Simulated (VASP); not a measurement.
Runs of VASP 6.6.1 on BeSi. The structure is cubic, space group Fm-3m (No. 225). The conventional cell has a = 4.694 Å, b = 4.694 Å, c = 4.694 Å, α = 90.00°, β = 90.00°, γ = 90.00°. Around Be (site symmetry m-3m) lie 6 Si at 2.35 Å. Si (site symmetry m-3m) has 6 Be at 2.35 Å as nearest neighbours. The cell was built by a generator and needn't be a form met in nature.

```csv
task,level,cell,k mesh,cutoff (eV),smearing,grid for exact exchange (PRECFOCK),exchange at q = 0,other keys,mesh quality,gap on the mesh (eV),pressure (GPa)
relaxation of cell and atoms,PBE,relaxed,10 × 10 × 10,600,gaussian 0.05 eV,-,-,-,not flagged,none,0.0
single point,PBE,as given,10 × 10 × 10,520,fermi-dirac 0.05 eV,-,-,-,not flagged,none,0.3
electric field gradients,B3LYP+D4,as given,5 × 5 × 5,500,fermi-dirac 0.02 eV,Fast,truncated,ALGO = Normal; ISMEAR = -1; SIGMA = 0.02,coarse,none,(a)
optical spectrum,TPSS+D2,cell strained at random at fixed volume,10 × 10 × 10,520,gaussian 0.1 eV,-,-,-,not flagged,none,-2.6
```

Alike in all rows: potentials or basis VASP PAW PBE potentials, release 64 (Be, Si); no spin polarisation.

Problem. Estimate the missing entries.

Solution. (a) -3.2.

Caveats: some runs use coarse meshes; the PAW data sets were made with another functional, which shifts forces and pressure a little (some runs); pairwise dispersion overbinds metals, which lowers pressure and volume (some runs); atom-pairwise D2, TS and ULG terms overbind metals (some runs); spectra need much finer meshes, so this one isn't converged (some runs); independent-particle spectra lack excitons (some runs); the intraband (Drude) part of a metal's response may be missing (some runs).

A gap of «none» marks a metal or a gap under the smearing width.
